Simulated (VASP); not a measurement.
A run of VASP 6.6.1 is set up as follows.

Contents of INCAR:

```
ALGO     = Fast           # electronic algorithm
EDIFF    = 1E-4           # SCF threshold, eV
EDIFFG   = -0.08          # ionic threshold
ENCUT    = 520            # plane-wave cutoff, eV
GGA      = PE             # functional
IBRION   = 2              # ionic algorithm
ISIF     = 3              # what is computed and relaxed
ISMEAR   = 0              # smearing method
KPAR     = 4            
LASPH    = T              # aspherical terms in the spheres
LCHARG   = F              # write CHGCAR
LREAL    = F              # projectors in reciprocal space
LWAVE    = F              # write WAVECAR
NELM     = 60             # most SCF steps
NSW      = 24             # ionic steps
PREC     = Normal         # precision mode
SIGMA    = 0.15           # smearing width, eV
```

The input KPOINTS:

```
k-points
0
Gamma
  4 4 4
```

Contents of POSCAR:

```
Ga2Ge2O3
1.0
   -2.6441130600      2.6441130600      4.1864777500
    2.6441130600     -2.6441130600      4.1864777500
    2.6441130600      2.6441130600     -4.1864777500
Ga Ge O
2 2 3
Direct
    0.1830222800      0.1830222800      0.0000000000
    0.8169777200      0.8169777200      0.0000000000
    0.7500000000      0.2500000000      0.5000000000
    0.2500000000      0.7500000000      0.5000000000
    0.5000000000      0.0000000000      0.5000000000
    0.0000000000      0.5000000000      0.5000000000
    0.5000000000      0.5000000000      0.0000000000
```

Potentials or basis: VASP PAW PBE potentials, release 64 (Ga_d, Ge_d, O).

Command:

```bash
$ cat potpaw_PBE.64/Ga_d/POTCAR potpaw_PBE.64/Ge_d/POTCAR potpaw_PBE.64/O/POTCAR > POTCAR
$ mpirun -np 4 vasp_std > vasp.out
```

Predict the relaxed cell.

a = 5.599 Å, b = 5.599 Å, c = 5.599 Å, α = 116.34°, β = 116.34°, γ = 96.46°.

Estimate the relaxed volume.

18.58 Å³/atom.

What does it give for the band gap on the k mesh?

None (metal or under the smearing width).

Predict the space group after relaxing (to 0.05 Å).

I4/mmm (No. 139).

The path:
```tsv
step	energy change (eV)	largest force (eV/Å)	pressure (GPa)	volume (Å³)
1	0.0000	0.6967	-7.50	117.08
2	-1.4481	1.6456	3.13	103.85
3	-1.5251	1.8875	7.87	101.19
4	-2.2480	2.3134	13.20	105.06
5	-2.2471	2.3005	13.08	105.10
6	-2.8135	1.9696	10.45	111.28
7	-3.4750	0.0378	7.20	128.30
8	-3.9990	1.1640	-2.11	137.21
9	-3.9996	1.1872	-2.67	137.44
10	-4.0802	0.9681	-2.28	136.10
11	-4.2239	0.1597	-0.62	132.08
12	-4.2361	0.2405	-0.30	130.50
13	-4.2395	0.0860	-0.19	129.88
14	-4.2399	0.0314	-0.40	130.05
```

Caveat: the k mesh is coarse (spacing up to 0.42 Å⁻¹), so the values aren't converged; the relaxation stopped at a loose force limit of 0.08 eV/Å, so its end isn't a converged minimum.
